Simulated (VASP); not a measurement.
The system is Sc3Te.

```
Sc Te
1.0
     0.00000    3.56950    3.56950
     3.56950    0.00000    3.56950
     3.56950    3.56950    0.00000
Sc Te
3 1
Direct
  0.25000 0.25000 0.25000
  0.75000 0.75000 0.75000
  0.50000 0.50000 0.50000
  0.00000 0.00000 0.00000
```

The cell was built by a generator and needn't be a form met in nature.

Base run:

| Property | Result |
| --- | --- |
| Program | VASP 6.6.1 |
| Functional | PBE |
| Potentials or basis | VASP PAW PBE potentials, release 64 (Sc_sv, Te) |
| Cutoff | 520 eV |
| k mesh | 5 × 5 × 5 |
| Occupations | fermi-dirac, width 0.05 eV |
| Spin | no spin polarisation |
| Hubbard terms | Sc d U = 8 eV |

Its results: band gap on the k mesh none (metal or under the smearing width); pressure 16.7 GPa.

Problem. The run is repeated on the same cell with these changes: hubbard terms from Sc d U = 8 eV to Sc d U = 2 eV. What comes out?

Solution. Band gap on the k mesh none (metal or under the smearing width); pressure 4.0 GPa.

Caveats: U without spin polarisation on a metal has little footing; the U is typed as a test and isn't derived for this compound.

Not every run made on this cell is shown here.
